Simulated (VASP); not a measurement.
An input for Quantum ESPRESSO's pw.x (written as the equivalent of a VASP run, and not itself run):

```
&CONTROL
  calculation = 'scf'
  pseudo_dir = './pseudo'
  outdir = './out'
  tprnfor = .true.
  tstress = .true.
/
&SYSTEM
  ibrav = 0
  nat = 20
  ntyp = 2
  ecutwfc = 86
  occupations = 'smearing'
  smearing = 'gaussian'
  degauss = 0.009996
  input_dft = 'revpbe'
/
&ELECTRONS
  conv_thr = 7.3e-08
  electron_maxstep = 100
/
ATOMIC_SPECIES
  As 74.922 As.upf
  Se 78.971 Se.upf
CELL_PARAMETERS angstrom
     4.5355870    0.0000000    0.0000000
     0.0000000   10.4804870    0.0000000
    -4.4371690    0.0000000   12.1741620
ATOMIC_POSITIONS crystal
  As   0.3803500  0.1973800  0.2633700
  As   0.6196500  0.8026200  0.7366300
  As   0.6196500  0.6973800  0.2366300
  As   0.3803500  0.3026200  0.7633700
  As   0.1088500  0.3219000  0.4849400
  As   0.8911500  0.6781000  0.5150600
  As   0.8911500  0.8219000  0.0150600
  As   0.1088500  0.1781000  0.9849400
  Se   0.8689100  0.1242500  0.4009000
  Se   0.1310900  0.8757500  0.5991000
  Se   0.1310900  0.6242500  0.0991000
  Se   0.8689100  0.3757500  0.9009000
  Se   0.3143000  0.4003800  0.3441800
  Se   0.6857000  0.5996200  0.6558200
  Se   0.6857000  0.9003800  0.1558200
  Se   0.3143000  0.0996200  0.8441800
  Se   0.5486300  0.2935900  0.1195700
  Se   0.4513700  0.7064100  0.8804300
  Se   0.4513700  0.7935900  0.3804300
  Se   0.5486300  0.2064100  0.6195700
K_POINTS automatic
  6 6 6 0 0 0
```

Translate this input to VASP (INCAR, KPOINTS, POSCAR, choice of POTCAR).

This is not unique; one that fits is 
POSCAR:
```
As2Se3
1
    4.5355870000     0.0000000000     0.0000000000
    0.0000000000    10.4804870000     0.0000000000
   -4.4371690000     0.0000000000    12.1741620000
As Se
8 12
Direct
  0.3803500000   0.1973800000   0.2633700000
  0.6196500000   0.8026200000   0.7366300000
  0.6196500000   0.6973800000   0.2366300000
  0.3803500000   0.3026200000   0.7633700000
  0.1088500000   0.3219000000   0.4849400000
  0.8911500000   0.6781000000   0.5150600000
  0.8911500000   0.8219000000   0.0150600000
  0.1088500000   0.1781000000   0.9849400000
  0.8689100000   0.1242500000   0.4009000000
  0.1310900000   0.8757500000   0.5991000000
  0.1310900000   0.6242500000   0.0991000000
  0.8689100000   0.3757500000   0.9009000000
  0.3143000000   0.4003800000   0.3441800000
  0.6857000000   0.5996200000   0.6558200000
  0.6857000000   0.9003800000   0.1558200000
  0.3143000000   0.0996200000   0.8441800000
  0.5486300000   0.2935900000   0.1195700000
  0.4513700000   0.7064100000   0.8804300000
  0.4513700000   0.7935900000   0.3804300000
  0.5486300000   0.2064100000   0.6195700000
```

INCAR:
```
SYSTEM = As2Se3
PREC = Accurate; ENCUT = 180; LREAL = Auto
LASPH = .TRUE.
EDIFF = 1E-6; NELM = 100; ALGO = Normal
LMAXMIX = 4
ISMEAR = 0; SIGMA = 0.136
GGA = RE
ISIF = 2
LWAVE = .FALSE.; LCHARG = .FALSE.
```

**KPOINTS**
```
K-points
0
G
  6 6 6
```

POTCAR, in this order: As Se (PBE.64 set). Program: vasp_std.

The two are equivalent in intent, not identical: the potentials are each code's own (VASP's PAW set, PseudoDojo norm-conserving files in pw.x), so ENCUT and ecutwfc are chosen apart and not converted; conv_thr bounds pw.x's estimated SCF error, while EDIFF bounds the energy change between steps.

The structure comes from a computed database's As2Se3 entry, a phase known from measurement. The cell was not relaxed at this level. The run is one of a series of settings (ENCUT = 180, SIGMA = 0.136, KPOINTS 6×6×6 Γ-centred mesh against the base run), some of them coarse on purpose.
